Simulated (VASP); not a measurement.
A convergence study with VASP on CdSe (zinc blende): a few settings are varied, all else stays as given below, so the limit is that of these other settings.

```
CdSe
1.0
    0.00000     3.02500     3.02500
    3.02500     0.00000     3.02500
    3.02500     3.02500     0.00000
Cd Se
1 1
Cartesian
  0.00000   0.00000   0.00000
  1.51250   1.51250   1.51250
```

All values below come from HSE06 screened hybrid, VASP's PBE PAW potentials (set 64) (plane waves; VASP). The last row used: 520 eV cut-off, 4×4×4 Γ-centred mesh, Gaussian smearing of 0.050 eV, potentials Cd Se.

Gaps are read on the run's mesh, which can miss a band edge.

| setting | E (eV/atom) | pressure (GPa) | gap on the mesh (eV) | electronic steps |
|---|---|---|---|---|
| ENCUT = 300, PRECFOCK = Fast | ? | ? | 1.618 | 19 |
| ENCUT = 400, PRECFOCK = Fast | -3.4014 | 2.56 | 1.624 | 19 |
| ENCUT = 520, PRECFOCK = Fast | ? | 3.00 | 1.626 | 19 |
| ENCUT = 300, PRECFOCK = Normal | -3.3967 | 2.96 | 1.618 | 19 |
| ENCUT = 400, PRECFOCK = Normal | -3.4014 | 2.55 | 1.624 | 19 |
| ENCUT = 520, PRECFOCK = Normal | -3.4034 | 3.00 | 1.626 | 19 |
| ENCUT = 300, PRECFOCK = Accurate | -3.3967 | 2.96 | 1.618 | 19 |
| ENCUT = 400, PRECFOCK = Accurate | -3.4014 | 2.55 | 1.624 | 19 |
| ENCUT = 520, PRECFOCK = Accurate | -3.4034 | 3.00 | 1.626 | 19 |

Some entries are withheld; supply them.

- ENCUT = 300, PRECFOCK = Fast, E (eV/atom): -3.3957
- ENCUT = 300, PRECFOCK = Fast, pressure (GPa): 2.93
- ENCUT = 520, PRECFOCK = Fast, E (eV/atom): -3.4035

Left out are rungs that failed or repeat a setting and relaxations that didn't move; long series are thinned to 24 rows.

The compound is CdSe in the zinc blende structure, whereas wurtzite is the usual form. The cell was not relaxed at this level.
